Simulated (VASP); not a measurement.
Given:

```
CELL_PARAMETERS angstrom
      0.00000     1.80500     1.80500
      1.80500     0.00000     1.80500
      1.80500     1.80500     0.00000
ATOMIC_POSITIONS crystal
  Cu 0.00000 0.00000 0.00000
```

Level of theory: LDA (Ceperley-Alder, Perdew-Zunger), VASP's LDA PAW potentials (set 64) (plane waves; VASP). Settings: 520 eV cut-off, 16×16×16 Γ-centred mesh, first-order Methfessel-Paxton smearing of 0.10 eV, potentials Cu.

Energy and stress use the plane-wave basis of the starting cell.

Task: The ions, cell shape and volume are relaxed. Predict the relaxed structure.

Result: 
```
CELL_PARAMETERS angstrom
      0.00000     1.76269     1.76269
      1.76269     0.00000     1.76269
      1.76269     1.76269     0.00000
ATOMIC_POSITIONS crystal
  Cu 0.00000 0.00000 0.00000
```
Space group Fm-3m (225), at a tolerance of 0.03 Å.

Task: How do energy and volume change from the first to the last step?

Result: The energy (σ→0) changes by -30.4 meV/atom and the volume by -6.9 %, in 3 ionic steps.

The compound is Cu in the fcc structure. This run relaxes it. Symmetry was kept, so distortions that lower it aren't found.
